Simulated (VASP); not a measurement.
Method: PBE GGA, VASP's PBE PAW potentials (set 64) (plane waves; VASP).

Input for VASP

POSCAR:
```
AgCl
3.9643720
  0.0000000000   0.7071067395   0.7071067395
  0.7071067395   0.0000000000   0.7071067395
  0.7071067395   0.7071067395   0.0000000000
Ag Cl
1 1
direct
  0.0000000000   0.0000000000   0.0000000000
  0.5000000000   0.5000000000   0.5000000000
```

**INCAR**
```
! general
SYSTEM  = AgCl
PREC    = Accurate
ENCUT   = 520
LREAL   = .False.
LASPH   = .True.
ICHARG  = 11

! electronic loop
EDIFF   = 1E-6
NELM    = 100
ALGO    = Normal
LMAXMIX = 4

! smearing
ISMEAR  = 0
SIGMA   = 0.05

! functional
GGA     = PE

! output
LWAVE   = .False.
LCHARG  = .False.
```

KPOINTS:
```
k-points along high-symmetry lines
15
Line-mode
Reciprocal
  0.000000   0.000000   0.000000 ! GAMMA
  0.500000   0.000000   0.500000 ! X

  0.500000   0.000000   0.500000 ! X
  0.625000   0.250000   0.625000 ! U

  0.375000   0.375000   0.750000 ! K
  0.000000   0.000000   0.000000 ! GAMMA

  0.000000   0.000000   0.000000 ! GAMMA
  0.500000   0.500000   0.500000 ! L

  0.500000   0.500000   0.500000 ! L
  0.500000   0.250000   0.750000 ! W

  0.500000   0.250000   0.750000 ! W
  0.500000   0.000000   0.500000 ! X
```

POTCAR, in this order: Ag Cl (PBE.64 set). Program: vasp_std. Read from the step before: CHGCAR.

Q: What will the output report for the number of irreducible k-points (NKPTS), largest plane-wave count, number of space-group operations, FFT grid (NGX, NGY, NGZ)?

A: 
| Item | Value |
|---|---|
| number of irreducible k-points (NKPTS) | 90 |
| largest plane-wave count | 1243 |
| number of space-group operations | 48 |
| FFT grid (NGX, NGY, NGZ) | 30 × 30 × 30 |

The compound is AgCl in the rock salt structure. It was relaxed first.
